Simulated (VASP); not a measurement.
Input for VASP

### POSCAR
```
InP
1
    0.0000000000     2.9350000000     2.9350000000
    2.9350000000     0.0000000000     2.9350000000
    2.9350000000     2.9350000000     0.0000000000
In P
1 1
Direct
  0.0000000000   0.0000000000   0.0000000000
  0.2500000000   0.2500000000   0.2500000000
```

### KPOINTS
```
Automatic mesh
0
Gamma
4 4 4
0 0 0
```

INCAR:
```
# general
SYSTEM = InP
PREC   = Normal
ENCUT  = 500   # plane-wave cut-off (eV)
LREAL  = F   # projection in real space or not
LASPH  = T   # aspherical one-centre terms

# electronic loop
EDIFF  = 1E-8   # SCF stop (eV)
NELM   = 100   # most electronic steps
ALGO   = Normal

# smearing
ISMEAR = 0   # Gaussian
SIGMA  = 0.01   # width (eV)

# functional
GGA    = PE   # PBE

# output
LWAVE  = T
LCHARG = F
```

POTCAR, in this order: In_d_GW P_GW (PBE.64 set). Program: vasp_std.

Translate this PBE calculation to Quantum ESPRESSO's pw.x.

One equivalent input (not run):
```
&CONTROL
  calculation = 'scf'
  pseudo_dir = './pseudo'
  outdir = './out'
  tprnfor = .true.
  tstress = .true.
/
&SYSTEM
  ibrav = 0
  nat = 2
  ntyp = 2
  ecutwfc = 70
  occupations = 'smearing'
  smearing = 'gaussian'
  degauss = 0.000735
  input_dft = 'pbe'
/
&ELECTRONS
  conv_thr = 7.3e-10
  electron_maxstep = 100
/
ATOMIC_SPECIES
  In 114.818 In.upf
  P 30.974 P.upf
CELL_PARAMETERS angstrom
     0.0000000    2.9350000    2.9350000
     2.9350000    0.0000000    2.9350000
     2.9350000    2.9350000    0.0000000
ATOMIC_POSITIONS crystal
  In   0.0000000  0.0000000  0.0000000
  P    0.2500000  0.2500000  0.2500000
K_POINTS automatic
  4 4 4 0 0 0
```
Limits of the translation: the potentials are each code's own (VASP's PAW set, PseudoDojo norm-conserving files in pw.x), so ENCUT and ecutwfc are chosen apart and not converted; conv_thr bounds pw.x's estimated SCF error, while EDIFF bounds the energy change between steps.

The compound is InP in the zinc blende structure. The cell was not relaxed at this level. The k-mesh is coarse (spacing up to 0.46 per Å, 2π included), so the numbers may not be converged in it.
